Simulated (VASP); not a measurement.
Given:

```
CuI
1.0
    0.00000     3.15271     3.15271
    3.15271     0.00000     3.15271
    3.15271     3.15271     0.00000
Cu I
1 1
Cartesian
  0.00000   0.00000   0.00000
  1.57636   1.57636   1.57636
```

The numbers are results of vdW-DF2, VASP's PBE PAW potentials (set 64) (plane waves; VASP), not measurements. Run with 520 eV cut-off, Gaussian smearing of 0.050 eV, potentials Cu I.

Unless said otherwise, spin-orbit coupling is left out, though it shifts the bands of the heavy elements here.

Problem. What does the run give for the band gap (along the path) with the smallest direct gap where there is one?

Solution. 
```yaml
band gap (along the path): 0.77 eV
smallest direct gap (along the path): 0.77 eV
```

Total energies compare only between runs with the same potentials, cut-off and functional.

The compound is CuI in the zinc blende structure. It was relaxed first, which changed the volume by +13 %.
